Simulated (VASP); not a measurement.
VASP input:

KPOINTS:
```
k-points along high-symmetry lines
5
Line-mode
Reciprocal
  0.000000   0.000000   0.000000 ! GAMMA
 -0.000000   0.500000   0.000000 ! M

 -0.000000   0.500000   0.000000 ! M
 -0.333333   0.666667   0.000000 ! K

 -0.333333   0.666667   0.000000 ! K
  0.000000   0.000000   0.000000 ! GAMMA

  0.000000   0.000000   0.000000 ! GAMMA
  0.000000   0.000000   0.500000 ! A

  0.000000   0.000000   0.500000 ! A
 -0.000000   0.500000   0.500000 ! L

 -0.000000   0.500000   0.500000 ! L
 -0.333333   0.666667   0.500000 ! H

 -0.333333   0.666667   0.500000 ! H
  0.000000   0.000000   0.500000 ! A

 -0.000000   0.500000   0.500000 ! L
 -0.000000   0.500000   0.000000 ! M

 -0.333333   0.666667   0.500000 ! H
 -0.333333   0.666667   0.000000 ! K
```

INCAR:
```
SYSTEM = ZnO
PREC = Accurate
ENCUT = 520
EDIFF = 1E-6
NELM = 100
ALGO = Normal
LREAL = .FALSE.
LASPH = .TRUE.
ISMEAR = 0
SIGMA = 0.05
GGA = PE
LMAXMIX = 4
LWAVE = .FALSE.
LCHARG = .FALSE.
ISIF = 2
```

### POSCAR
```
ZnO
1
    1.6575000000    -2.8708750000     0.0000000000
    1.6575000000     2.8708750000     0.0000000000
    0.0000000000     0.0000000000     5.3142000000
Zn O
2 2
Direct
  0.6666670000   0.3333330000   0.5000000000
  0.3333330000   0.6666670000   0.0000000000
  0.6666670000   0.3333330000   0.8820000000
  0.3333330000   0.6666670000   0.3820000000
```

POTCAR, in this order: Zn O (PBE.64 set). Program: vasp_std.

The resulting files:

### standard output
```
 POSCAR found type information on POSCAR ZnO
 POSCAR found :  2 types and       4 ions
 Reading from existing POTCAR
 Reading from existing POTCAR
 LDA part: xc-table for (Slater+PW92), standard interpolation
 POSCAR, INCAR and KPOINTS ok, starting setup
 WAVECAR not read
 entering main loop
       N       E                     dE             d eps       ncg     rms          rms(c)
DAV:   1     0.290350562626E+03    0.29035E+03   -0.19003E+04  1980   0.234E+03
DAV:   2     0.101759262261E+02   -0.28017E+03   -0.26797E+03  2154   0.440E+02
DAV:   3    -0.201471525498E+02   -0.30323E+02   -0.30024E+02  2304   0.153E+02
DAV:   4    -0.207427610129E+02   -0.59561E+00   -0.59484E+00  2190   0.229E+01
DAV:   5    -0.207476870141E+02   -0.49260E-02   -0.49256E-02  2250   0.196E+00    0.144E+01
DAV:   6    -0.171091962448E+02    0.36385E+01   -0.13091E+01  3446   0.762E+01    0.872E+00
DAV:   7    -0.173048635515E+02   -0.19567E+00   -0.29899E+00  2086   0.193E+01    0.527E+00
DAV:   8    -0.173293588397E+02   -0.24495E-01   -0.91867E-01  2870   0.937E+00    0.190E+00
DAV:   9    -0.172593278166E+02    0.70031E-01   -0.21574E-01  3058   0.822E+00    0.365E-01
DAV:  10    -0.172628552274E+02   -0.35274E-02   -0.58845E-02  2040   0.177E+00    0.140E-01
DAV:  11    -0.172628796416E+02   -0.24414E-04   -0.91215E-04  2320   0.319E-01    0.480E-02
DAV:  12    -0.172629130700E+02   -0.33428E-04   -0.16996E-04  2708   0.302E-01    0.173E-02
DAV:  13    -0.172629305819E+02   -0.17512E-04   -0.47123E-05  2746   0.139E-01    0.261E-02
DAV:  14    -0.172629207035E+02    0.98784E-05   -0.28031E-05  2626   0.580E-02    0.580E-03
DAV:  15    -0.172629206650E+02    0.38474E-07   -0.93417E-06  2084   0.258E-02
   1 F= -.17262921E+02 E0= -.17262921E+02  d E =-.151157E-17
```

**OUTCAR**
```
------------------------ aborting loop because EDIFF is reached ----------------------------------------
  FORCE on cell =-STRESS in cart. coord.  units (eV):
  Direction    XX          YY          ZZ          XY          YZ          ZX
  --------------------------------------------------------------------------------------
  Total       -0.0696397     -0.0696398     -0.8196669     -0.0000000      0.0000000     -0.0000000
  in kB       -2.2061339     -2.2061351    -25.9664311     -0.0000000      0.0000000     -0.0000000
  external PRESSURE =     -10.1262333 kB  Pullay stress =       0.0000000 kB
  volume of cell :       50.57
      direct lattice vectors                 reciprocal lattice vectors
     1.657500000 -2.870875000  0.000000000     0.301659125 -0.174162929  0.000000000
     1.657500000  2.870875000  0.000000000     0.301659125  0.174162929  0.000000000
     0.000000000  0.000000000  5.314200000     0.000000000  0.000000000  0.188175078
  FREE ENERGIE OF THE ION-ELECTRON SYSTEM (eV)
  ---------------------------------------------------
  free  energy   TOTEN  =       -17.2629206650 eV

  energy  without entropy=      -17.2629206650  energy(sigma->0) =      -17.26292067
```
(Selected blocks of OUTCAR.)

Task: The run ends quietly. Is anything wrong with it?

Result: The cause: a line-mode KPOINTS file was used for a self-consistent run. The run ends without an error. Against the sound run, the energy per atom (σ→0) rises by 0.147 eV/atom; the pressure goes up by 1.30 GPa. To mend it, correct KPOINTS.
File KPOINTS:
```
Automatic mesh
0
Gamma
6 6 3
0 0 0
```
The mended run (PBE GGA, plane waves, VASP's PBE PAW potentials (set 64)) converges, and its OSZICAR ends with
```
   1 F= -.17851731E+02 E0= -.17851731E+02  d E =-.144252E-12
```

The compound is ZnO in the wurtzite structure. The cell was not relaxed at this level.
